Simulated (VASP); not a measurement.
Method: HSE06 screened hybrid, VASP's PBE PAW potentials (set 64) (plane waves; VASP).

The input files of a VASP run:

KPOINTS:
```
K-points
0
Gamma
 1 1 1
0 0 0
```

**INCAR**
```
AEXX  =  0.25
ALGO  =  Normal
EDIFF  =  1E-6
ENCUT  =  400
GGA  =  PE
HFSCREEN  =  0.2
ISIF  =  2
ISMEAR  =  0
ISYM  =  3
LASPH  =  .TRUE.
LCHARG  =  .FALSE.
LHFCALC  =  .TRUE.
LMAXMIX  =  4
LREAL  =  Auto
LWAVE  =  .FALSE.
NELM  =  100
PREC  =  Accurate
PRECFOCK  =  Fast
SIGMA  =  0.01
SYSTEM  =  CdIn2O4
```

### POSCAR
```
CdIn2O4
1
    0.0000000000     4.6110200000     4.6110200000
    4.6110200000     0.0000000000     4.6110200000
    4.6110200000     4.6110200000     0.0000000000
Cd In O
2 4 8
Direct
  0.2485450000   0.2509750000   0.2502540000
  0.0025040000   0.0083170000  -0.0016040000
  0.1211100000   0.6243090000   0.6279220000
  0.6245860000   0.6298500000   0.1235800000
  0.6223800000   0.1274830000   0.6241170000
  0.6255350000   0.6246760000   0.6240770000
  0.8632840000   0.8604760000   0.8617100000
  0.8344120000   0.3915460000   0.3858840000
  0.8619420000   0.8595370000   0.4207730000
  0.3931250000   0.8281220000   0.3946680000
  0.4119230000   0.8638520000   0.8581460000
  0.3869610000   0.3873380000   0.3814050000
  0.8670010000   0.4107220000   0.8595550000
  0.3866890000   0.3827970000   0.8395120000
```

POTCAR, in this order: Cd In_d O (PBE.64 set). Program: vasp_std.

At this cut-off the stress carries a Pulay error, which pulls relaxed volumes low.

### Question
Estimate the energy per atom (σ→0), pressure, largest force.

### Answer

```yaml
energy per atom (σ→0): -6.184 eV/atom
pressure: -32.8 kbar
largest_force: 0.998 eV/Å
```

### OSZICAR
```
...
DAV:  17    -0.865702422662E+02   -0.61275E-04   -0.23653E-05   144   0.239E-02    0.804E-02
DAV:  18    -0.865702734266E+02   -0.31160E-04   -0.99210E-06   148   0.151E-02    0.517E-02
DAV:  19    -0.865702887434E+02   -0.15317E-04   -0.41901E-06   136   0.991E-03    0.332E-02
DAV:  20    -0.865702961822E+02   -0.74388E-05   -0.18451E-06   116   0.674E-03    0.214E-02
DAV:  21    -0.865702997574E+02   -0.35752E-05   -0.88616E-07    96   0.501E-03    0.136E-02
DAV:  22    -0.865703014877E+02   -0.17303E-05   -0.48536E-07    92   0.414E-03    0.874E-03
DAV:  23    -0.865703023204E+02   -0.83270E-06   -0.27294E-07    92   0.326E-03
   1 F= -.86570302E+02 E0= -.86570302E+02  d E =-.252469E-49
```

The structure comes from a computed database's CdIn2O4 entry; how it stands against other phases isn't given here. The cell was not relaxed at this level, atoms are displaced from their ideal sites. The k-mesh is coarse (spacing up to 1.18 per Å, 2π included), so the numbers may not be converged in it. The run is one of a series of settings (KPOINTS 1×1×1 Γ-centred mesh against the base run), some of them coarse on purpose.
